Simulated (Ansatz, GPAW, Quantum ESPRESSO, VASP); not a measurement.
# One structure in several programs: HfBe2 (P6/mmm, 3 atoms in the cell)

Self-consistent single point.

```yaml
crystal:
  lattice:
    - [3.77950, 0.00000, 0.00000]
    - [-1.88975, 3.27314, 0.00000]
    - [0.00000, 0.00000, 3.16996]
  atoms:
    - { symbol: Hf, position: [0.00000, 0.00000, 0.00000] }
    - { symbol: Be, position: [0.33333, 0.66667, 0.50000] }
    - { symbol: Be, position: [0.66667, 0.33333, 0.50000] }
```

Shared settings, as Ansatz (a quantum-chemistry and plane-wave program) writes them: kpoints.mp_grid.grid = 10 10 10; scf.occupations.method = gaussian; scf.occupations.width = 0.05 eV. Potentials and cutoffs stand in the table.

```
code                                                              model  pressure (GPa)   cutoff
----------------  -----------------------------------------------------  --------------  -------
GPAW              PBEsol, GPAW PAW datasets PBEsol (made by gpaw-setup)           -2.00   800 eV
VASP                         PBEsol, VASP's PBE PAW potentials (set 64)           -2.41   300 eV
Quantum ESPRESSO   PBEsol, GBRV 1.5 ultrasoft (PBESOL) pseudopotentials           -2.52    40 Ry
Ansatz                                  PBEsol, PAW files made with PBE           -2.41  default
```

On Ansatz's run: spin-orbit coupling is off.

The spread over the programs that give each value: pressure within 0.52 GPa.

Ansatz's pressure is given at a fixed set of plane waves, as the other plane-wave codes print theirs; with its correction for the finite basis it is -2.37 GPa.

VASP's run is marked for a possible Pulay error in its stress at this cutoff; no cutoff test was made.

The starting cell comes from a database of computed structures (which also holds hypothetical and non-ambient phases and stackings), without a prior relaxation at this level.

Left out of this page: ABINIT, CP2K, Elk, FLEUR and SIESTA (not drawn, or without a comparable value).

Keys are those of Ansatz 0.2.
